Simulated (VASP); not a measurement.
Consider the following.

```
Zr2As3Se
1.0
    3.76065     0.00000     0.00000
    0.00000     3.76065     0.00000
    0.00000     0.00000     8.03536
Zr As Se
2 3 1
Direct
  0.50000   0.50000   0.73473
  0.00000   0.00000   0.26640
  0.50000   0.00000   0.00018
  0.00000   0.50000   0.00018
  0.50000   0.50000   0.37871
  0.00000   0.00000   0.61981
```

The numbers are results of PBEsol GGA, VASP's PBE PAW potentials (set 64) (plane waves; VASP), not measurements. Run with 400 eV cut-off, Gaussian smearing of 0.050 eV, potentials Zr_sv As Se.

Give the energies of bands 13 to 26 at the high-symmetry points, in eV from the Fermi level.

| band | Γ | X | M | Z | R | A |
|---|---|---|---|---|---|---|
| 13 | -5.58 | -6.19 | -7.16 | -6.21 | -5.71 | -7.38 |
| 14 | -4.81 | -5.79 | -7.03 | -4.68 | -4.92 | -7.27 |
| 15 | -4.70 | -3.83 | -5.55 | -4.68 | -4.51 | -5.56 |
| 16 | -4.70 | -3.10 | -5.55 | -3.41 | -3.99 | -5.56 |
| 17 | -3.19 | -3.01 | -4.22 | -3.26 | -3.90 | -3.62 |
| 18 | -3.19 | -2.61 | -3.49 | -3.26 | -2.82 | -3.47 |
| 19 | -2.70 | -2.43 | -3.49 | -2.85 | -2.32 | -3.47 |
| 20 | -0.95 | -2.15 | -2.89 | -1.85 | -2.06 | -2.35 |
| 21 | -0.36 | -1.93 | -2.33 | -0.52 | -1.90 | -2.35 |
| 22 | -0.36 | -1.87 | -2.33 | -0.30 | -1.42 | -2.14 |
| 23 | -0.34 | -0.85 | 2.21 | -0.30 | -0.16 | 1.25 |
| 24 | 0.11 | -0.71 | 2.53 | 0.85 | 0.18 | 1.63 |
| 25 | 0.84 | 1.33 | 2.54 | 0.96 | 1.33 | 2.22 |
| 26 | 0.95 | 1.60 | 2.55 | 1.26 | 1.34 | 2.41 |

It has no gap at this level: it comes out as a metal or semimetal.

The structure comes from a computed database's Zr2As3Se entry (P4mm); how it stands against other phases isn't given here. It was relaxed first. The electron count is odd and the run is not spin-polarised, which forces a metal.
